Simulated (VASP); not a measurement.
VASP runs on CaS (rock salt) share one base input (PBE GGA, plane waves, VASP's PBE PAW potentials (set 64)) and change the settings named in each case.

### KPOINTS
```
Regular mesh
0
gamma
 7 7 7
0 0 0
```

POSCAR:
```
CaS
1
    0.0000000000     2.8450000000     2.8450000000
    2.8450000000     0.0000000000     2.8450000000
    2.8450000000     2.8450000000     0.0000000000
Ca S
1 1
Direct
  0.0000000000   0.0000000000   0.0000000000
  0.5000000000   0.5000000000   0.5000000000
```

### INCAR
```
ALGO  =  Normal
EDIFF  =  1E-6
ENCUT  =  400
GGA  =  PE
ISIF  =  2
ISMEAR  =  0
LASPH  =  .True.
LCHARG  =  .False.
LREAL  =  .False.
LWAVE  =  .False.
NELM  =  100
PREC  =  Accurate
SIGMA  =  0.05
SYSTEM  =  CaS
```

POTCAR, in this order: Ca_sv S (PBE.64 set). Program: vasp_std.

```
change                           E(σ→0) (eV/atom)  pressure (GPa)  irreducible k-points
-------------------------------  ----------------  --------------  --------------------
base run                                  -5.1814            0.84                    20
KPOINTS 3×3×3 Γ-centred mesh              -5.1482            1.32                     4
KPOINTS 4×4×4 Γ-centred mesh              -5.1759            0.94                     8
KPOINTS 5×5×5 Γ-centred mesh                    ?               ?                    10
KPOINTS 6×6×6 Γ-centred mesh              -5.1812            0.85                    16
KPOINTS 11×11×11 Γ-centred mesh           -5.1815            0.84                    56
KPOINTS 13×13×13 Γ-centred mesh           -5.1815            0.84                    84
```

Task: Fill in the missing entries.

Result: 
- KPOINTS 5×5×5 Γ-centred mesh, E(σ→0) (eV/atom): -5.1803
- KPOINTS 5×5×5 Γ-centred mesh, pressure (GPa): 0.86

Left out are runs that ran out of time, are held back, or changed the cell or the kind of run, fixed moments of cells without a moment, rows past the twelfth, gaps on odd meshes, pressures of charged cells and columns that move by less than the noise.

The compound is CaS in the rock salt structure. The cell was not relaxed at this level.
